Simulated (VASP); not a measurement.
Level of theory: MS2 meta-GGA, VASP's PBE PAW potentials (set 64) (plane waves; VASP 6.6.1).

VASP input:

### KPOINTS
```
Automatic mesh
0
Gamma
7 7 7
0 0 0
```

**INCAR**
```
PREC = Accurate
LASPH = T
ISIF = 2   ! forces and stress, cell fixed
LMIXTAU = T
LWAVE = F
ISMEAR = 0
LCHARG = F
EDIFF = 1E-7   ! SCF stop (eV)
ALGO = Normal
ENCUT = 520   ! plane-wave cut-off (eV)
LMAXMIX = 4
METAGGA = MS2
SYSTEM = PbF2
LREAL = F   ! projection in real space or not
NELM = 100
SIGMA = 0.05
```

**POSCAR**
```
PbF2
1
    0.0000000000     2.9543466041     2.9543466041
    2.9543466041     0.0000000000     2.9543466041
    2.9543466041     2.9543466041     0.0000000000
Pb F
1 2
Direct
  0.0000000000   0.0000000000   0.0000000000
  0.2500000000   0.2500000000   0.2500000000
  0.7500000000   0.7500000000   0.7500000000
```

POTCAR, in this order: Pb_d F (PBE.64 set). Program: vasp_std.

The resulting files:

OSZICAR:
```
       N       E                     dE             d eps       ncg     rms          rms(c)
DAV:   1     0.304338966353E+03    0.30434E+03   -0.14110E+04   720   0.166E+03
DAV:   2     0.145409827502E+02   -0.28980E+03   -0.28098E+03   780   0.437E+02
DAV:   3    -0.135385414159E+02   -0.28080E+02   -0.27750E+02   880   0.155E+02
DAV:   4    -0.142408144580E+02   -0.70227E+00   -0.70165E+00   770   0.247E+01
DAV:   5    -0.142610902805E+02   -0.20276E-01   -0.20275E-01   856   0.435E+00    0.763E+00
DAV:   6    -0.117203258310E+01    0.13089E+02   -0.28324E+01   902   0.102E+02    0.360E+00
DAV:   7     0.758840259382E-01    0.12479E+01   -0.68997E+00   720   0.345E+01    0.340E+00
DAV:   8     0.863212656534E+00    0.78733E+00   -0.19596E+00   720   0.187E+01    0.177E+00
DAV:   9     0.639196632569E+00   -0.22402E+00   -0.67372E-01   764   0.137E+01    0.166E+00
DAV:  10     0.600756295843E+00   -0.38440E-01   -0.68982E-01   768   0.864E+00    0.737E-01
DAV:  11     0.603388775647E+00    0.26325E-02   -0.21137E-02   802   0.131E+00    0.630E-01
DAV:  12     0.624743115970E+00    0.21354E-01   -0.13618E-02   726   0.192E+00    0.451E-01
DAV:  13     0.643233644620E+00    0.18491E-01   -0.61332E-02   720   0.275E+00    0.202E-01
DAV:  14     0.643867368048E+00    0.63372E-03   -0.26696E-03   770   0.755E-01    0.122E-01
DAV:  15     0.644139354095E+00    0.27199E-03   -0.34798E-03   882   0.805E-01    0.685E-02
DAV:  16     0.642817118067E+00   -0.13222E-02   -0.18383E-03   720   0.601E-01    0.484E-02
DAV:  17     0.642958751644E+00    0.14163E-03   -0.64128E-04   720   0.339E-01    0.904E-03
DAV:  18     0.642941782547E+00   -0.16969E-04   -0.45925E-05   758   0.972E-02    0.633E-03
DAV:  19     0.642951840027E+00    0.10057E-04   -0.12337E-05   732   0.406E-02    0.117E-03
DAV:  20     0.642941872003E+00   -0.99680E-05   -0.17433E-06   728   0.177E-02    0.785E-04
DAV:  21     0.642942484485E+00    0.61248E-06   -0.20116E-07   534   0.540E-03    0.260E-04
DAV:  22     0.642941505390E+00   -0.97909E-06   -0.50251E-08   368   0.368E-03    0.139E-04
DAV:  23     0.642941604508E+00    0.99119E-07   -0.92642E-09   360   0.156E-03
   1 F= 0.64294160E+00 E0= 0.64294160E+00  d E =-.389194E-16
```

**OUTCAR**
```
------------------------ aborting loop because EDIFF is reached ----------------------------------------
  FORCE on cell =-STRESS in cart. coord.  units (eV):
  Direction    XX          YY          ZZ          XY          YZ          ZX
  --------------------------------------------------------------------------------------
  Total        0.0028582      0.0028582      0.0028582      0.0000000      0.0000000      0.0000000
  in kB        0.0887947      0.0887947      0.0887947      0.0000000      0.0000000      0.0000000
  external PRESSURE =       0.0887947 kB  Pullay stress =       0.0000000 kB
  volume of cell :       51.57
      direct lattice vectors                 reciprocal lattice vectors
     0.000000000  2.954346604  2.954346604    -0.169242160  0.169242160  0.169242160
     2.954346604  0.000000000  2.954346604     0.169242160 -0.169242160  0.169242160
     2.954346604  2.954346604  0.000000000     0.169242160  0.169242160 -0.169242160
 POSITION                                       TOTAL-FORCE (eV/Angst)
 -----------------------------------------------------------------------------------
      0.00000      0.00000      0.00000         0.000000     -0.000000      0.000000
      1.47717      1.47717      1.47717         0.000000      0.000000      0.000000
      4.43152      4.43152      4.43152        -0.000000     -0.000000     -0.000000
 -----------------------------------------------------------------------------------
    total drift:                                0.000000     -0.000000      0.000000
  FREE ENERGIE OF THE ION-ELECTRON SYSTEM (eV)
  ---------------------------------------------------
  free  energy   TOTEN  =         0.6429416045 eV

  energy  without entropy=        0.6429416045  energy(sigma->0) =        0.64294160
```
(Selected blocks of OUTCAR.)

### OUTCAR
```
 val. band max:        1.8154272601   @ k =  -0.2857   0.4286   0.1429

 cond. band min:       6.3049158165   @ k =   0.4286   0.4286   0.0000


 Fermi energy:         2.0963069884

 k-point     1 :       0.0000    0.0000    0.0000
  band No.  band energies     occupation
      1     -20.9980      2.00000
      2     -20.4418      2.00000
      3     -12.7556      2.00000
      4     -12.7556      2.00000
      5     -12.7556      2.00000
      6     -12.6757      2.00000
      7     -12.6757      2.00000
      8      -2.7916      2.00000
      9      -0.8747      2.00000
     10      -0.8747      2.00000
     11      -0.8747      2.00000
     12      -0.3688      2.00000
     13      -0.3687      2.00000
     14      -0.3687      2.00000
     15       8.6695      0.00000
     16       8.6695      0.00000
     17       8.6695      0.00000
     18      12.4859      0.00000

 k-point     2 :       0.1429    0.0000    0.0000
  band No.  band energies     occupation
      1     -20.9633      2.00000
      2     -20.4723      2.00000
      3     -12.7472      2.00000
      4     -12.7471      2.00000
      5     -12.7172      2.00000
      6     -12.6757      2.00000
      7     -12.6757      2.00000
      8      -3.1622      2.00000
      9      -1.0240      2.00000
     10      -0.9141      2.00000
     11      -0.9141      2.00000
     12      -0.4015      2.00000
     13      -0.4015      2.00000
     14       0.1913      2.00000
     15       7.9989      0.00000
     16       8.8403      0.00000
     17       8.8403      0.00000
     18      13.6245      0.00000

 k-point     3 :       0.2857    0.0000    0.0000
  band No.  band energies     occupation
      1     -20.8758      2.00000
      2     -20.5492      2.00000
      3     -12.7343      2.00000
      4     -12.7342      2.00000
      5     -12.6692      2.00000
      6     -12.6691      2.00000
      7     -12.6328      2.00000
      8      -3.7503      2.00000
      9      -1.2368      2.00000
...
```

Unless said otherwise, spin-orbit coupling is left out, though it shifts the bands of the heavy elements here.

The compound is PbF2 in the fluorite structure, the β form. It was relaxed first.
